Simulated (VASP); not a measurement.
# RuCl2: single point with PBE

RuCl2:

```
CELL_PARAMETERS angstrom
3.54969 0.00000 0.00000
-1.77485 3.07412 0.00000
0.00000 0.00000 5.72639
ATOMIC_POSITIONS crystal
Ru 0.00000 0.00000 0.00000
Cl 0.33333 0.66667 0.25200
Cl 0.66667 0.33333 0.74800
```

The cell comes from a database or a generator and needn't be the stable form of this composition.

* Program: VASP 6.6.1
* Task: single point
* Functional: PBE
* Potentials or basis: VASP PAW PBE potentials, release 64 (Ru_pv, Cl)
* Cutoff: 520 eV
* k mesh: 6 × 6 × 4
* Occupations: gaussian, width 0.05 eV
* Spin: collinear spin, ferromagnetic start
* Starting moments: [1.0, 0.0, 0.0] μB

```yaml
Pressure: -6.0 GPa
Largest_force: 1.616 eV/Å
Band_gap_on_the_k_mesh: 0.67 eV, indirect (least direct gap 0.88 eV)
Net_moment: 0.00 μB per cell
Valence_electrons_inside_the_program's_atomic_spheres: Ru 12.37; Cl 5.05
```

Forces on the atoms (eV/Å):
```
Ru   0.000  0.000  0.000
Cl   0.000  0.000 -1.616
Cl   0.000  0.000  1.616
```

Stress tensor (GPa, compression positive):
```
-4.34  0.00  0.00
 0.00 -4.34  0.00
 0.00  0.00 -9.32
```

Levels at points of the mesh, in eV from the valence-band top:
Spin up:
| k point | band 10 | band 11 | band 12 | band 13 | band 14 | band 15 | band 16 | band 17 | band 18 | band 19 |
| --- | --- | --- | --- | --- | --- | --- | --- | --- | --- | --- |
| (0.00, 0.00, 0.00) | -3.27 | -3.14 | -1.12 | -1.12 | -0.81 | 0.91 | 0.91 | 3.34 | 4.99 | 9.05 |
| (0.50, 0.00, 0.00) | -4.79 | -4.25 | -1.53 | -0.19 | 0.00 | 1.28 | 1.46 | 5.66 | 5.69 | 7.82 |
| (0.00, 0.00, 0.50) | -3.40 | -3.40 | -1.13 | -1.13 | -0.66 | 1.10 | 1.10 | 4.92 | 5.18 | 8.71 |
| (0.50, 0.00, 0.50) | -3.99 | -3.91 | -1.57 | -0.20 | -0.02 | 1.03 | 1.61 | 5.01 | 5.16 | 7.36 |
Spin down:
| k point | band 10 | band 11 | band 12 | band 13 | band 14 | band 15 | band 16 | band 17 | band 18 | band 19 |
| --- | --- | --- | --- | --- | --- | --- | --- | --- | --- | --- |
| (0.00, 0.00, 0.00) | -3.27 | -3.14 | -1.12 | -1.12 | -0.81 | 0.91 | 0.91 | 3.34 | 4.99 | 9.05 |
| (0.50, 0.00, 0.00) | -4.79 | -4.25 | -1.53 | -0.19 | 0.00 | 1.28 | 1.46 | 5.66 | 5.69 | 7.82 |
| (0.00, 0.00, 0.50) | -3.40 | -3.40 | -1.13 | -1.13 | -0.66 | 1.10 | 1.10 | 4.92 | 5.18 | 8.71 |
| (0.50, 0.00, 0.50) | -3.99 | -3.91 | -1.57 | -0.20 | -0.02 | 1.03 | 1.61 | 5.01 | 5.16 | 7.36 |

Run time: 28 s on 1 thread of Intel(R) Xeon(R) 6975P-C (Granite Rapids) (shared host), peak memory 0.23 GiB.

Caveat: forces of over 1 eV/Å show positions far from the minimum, so gaps and moduli don't describe the material at rest. Expect the measured gap to be larger: semilocal functionals such as PBE lack the derivative discontinuity.
